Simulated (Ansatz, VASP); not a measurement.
## Two plane-wave programs on SiF

```xyz
2
Lattice="2.9680 0.0000 0.0000 0.0000 2.9680 0.0000 0.0000 0.0000 3.0286" Properties=species:S:1:pos:R:3 pbc="T T T"
Si    1.4840    1.4840    1.5143
F     0.0000    0.0000    0.0000
```

Change from the starting cell: strain = -0.02.

Alike in both runs: task single point; functional PBE; k mesh 9 × 9 × 9; occupations fermi-dirac, width 0.05 eV; no spin polarisation.

|  | VASP | Ansatz |
| --- | --- | --- |
| version | VASP 6.6.1 | Ansatz 0.2.0 |
| potentials or method | VASP PAW PBE potentials, release 64 (Si, F) | Ansatz PAW |
| plane-wave cutoff (eV) | 520 | 420 |
| valence electrons in the cell | 11 | 11 |

Ansatz gave:

| Quantity | Value |
| --- | --- |
| gap on the k mesh at the Fermi level (eV) | none |
| pressure (GPa) | 3.4 |
| largest component of the traceless stress (GPa) | 2.66 |

Question: Which values does VASP return?

Answer: gap on the k mesh at the Fermi level (eV): none; pressure (GPa): 3.3; largest component of the traceless stress (GPa): 2.64.

A gap of «none» marks a metal or a gap that the smearing closes.

Caveats: an odd number of electrons without spin polarisation forces a metal; a magnetic or distorted state may lie lower; the pressure holds a Pulay correction of +0.5 GPa for the finite cutoff (Ansatz).
